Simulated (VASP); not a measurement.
Given:

```xyz
6
Lattice="4.5299 0.0000 0.0000 0.0000 4.5299 0.0000 0.0000 0.0000 3.2004" Properties=species:S:1:pos:R:3 pbc="T T T"
Ir     0.0000     0.0000     0.0000
Ir     2.2649     2.2649     1.6002
O      1.3983     1.3983     0.0000
O      3.6632     0.8666     1.6002
O      0.8666     3.6632     1.6002
O      3.1316     3.1316     0.0000
```

The numbers are results of optB88-vdW, VASP's PBE PAW potentials (set 64) (plane waves; VASP 6.6.1), not measurements. Settings: 520 eV cut-off, Gaussian smearing of 0.050 eV, potentials Ir O.

Give the energies of bands 11 to 24 at the high-symmetry points, in eV from the Fermi level.

| band | Γ | X | M | Z | R | A |
|---|---|---|---|---|---|---|
| 11 | -4.67 | -5.91 | -4.98 | -5.46 | -5.23 | -5.43 |
| 12 | -4.67 | -5.91 | -4.98 | -5.46 | -5.23 | -5.43 |
| 13 | -3.42 | -5.01 | -4.16 | -5.29 | -4.89 | -4.14 |
| 14 | -2.75 | -5.01 | -4.16 | -5.29 | -4.89 | -4.14 |
| 15 | -2.75 | -2.97 | -3.40 | -3.81 | -3.18 | -3.08 |
| 16 | -2.47 | -2.97 | -3.40 | -3.81 | -3.18 | -3.08 |
| 17 | -2.33 | -1.57 | -2.37 | -1.87 | -2.63 | -1.78 |
| 18 | -2.33 | -1.57 | -2.37 | -1.87 | -2.63 | -1.78 |
| 19 | -2.25 | -1.25 | -2.30 | -0.64 | -1.75 | -1.14 |
| 20 | -2.18 | -1.25 | -2.30 | -0.64 | -1.75 | -1.14 |
| 21 | -2.09 | -0.28 | 0.19 | 0.25 | 0.51 | -0.46 |
| 22 | 0.70 | -0.28 | 0.19 | 0.25 | 0.51 | -0.46 |
| 23 | 1.18 | 3.46 | 2.39 | 2.13 | 1.03 | 2.09 |
| 24 | 4.01 | 3.46 | 2.39 | 2.13 | 1.03 | 2.09 |

It has no gap at this level: it comes out as a metal or semimetal.

The compound is IrO2 in the rutile structure. It was relaxed first.
